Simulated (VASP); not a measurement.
Here is the system:

```
CSi
1.0
    0.00000     2.01730     2.01730
    2.01730     0.00000     2.01730
    2.01730     2.01730     0.00000
Si C
1 1
Direct
  0.00000   0.00000   0.00000
  0.50000   0.50000   0.50000
```

Calculation: PBEsol GGA, VASP's PBE PAW potentials (set 64) (plane waves; VASP 6.6.1). Numerical set-up: 620 eV cut-off, 15×15×15 Γ-centred mesh, first-order Methfessel-Paxton smearing of 0.10 eV, potentials Si C.

Task: What does the run give for the energy per atom (σ→0), band gap (on the k-mesh) with the smallest direct gap where there is one?

Result: 
```json
{
 "band gap (on the k-mesh)": "none (metal, semimetal or under 0.01 eV)",
 "energy per atom (σ→0)": "-7.303 eV/atom"
}
```

The structure was generated: SiC was put into the rock salt type (Fm-3m), which need not be its known phase. It was relaxed first.
